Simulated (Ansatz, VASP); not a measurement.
Rb2AlH4 in VASP and in Ansatz

```
Rb Al H
1.0
     6.97577    0.00000    0.00000
    -3.48789    6.04120    0.00000
     0.00000    0.00000    6.36355
Rb Al H
2 1 4
Direct
  0.33333 0.66667 0.50000
  0.66667 0.33333 0.50000
  0.00000 0.00000 0.00000
  0.33333 0.66667 0.05861
  0.66667 0.33333 0.05861
  0.66667 0.33333 0.94139
  0.33333 0.66667 0.94139
```

Alike in both runs: functional PBE; k mesh 6 × 6 × 4; occupations gaussian, width 0.1 eV; no spin polarisation.

Ansatz relaxed the structure, and its values are those at the end. VASP's run is a single point on that final structure, the one shown.

|  | VASP | Ansatz |
| --- | --- | --- |
| version | VASP 6.6.1 | Ansatz 0.2.0 |
| potentials or method | VASP PAW PBE potentials, release 64 (Rb_sv, Al, H) | scalar-relativistic, plane waves, PAW |
| plane-wave cutoff (eV) | 520 | 420 |
| valence electrons in the cell | 25 | 25 |

```csv
,VASP,Ansatz,Ansatz less VASP
gap on the k mesh at the Fermi level (eV),none,none,-
pressure (GPa),0.0,0.0,+0.04
rms of the force components (eV/Å),0.001,0.004,+0.0032
```

A gap of «none» marks a metal or a gap that the smearing closes. The functional is the same, so the differences come from potentials, cutoffs and numerics.
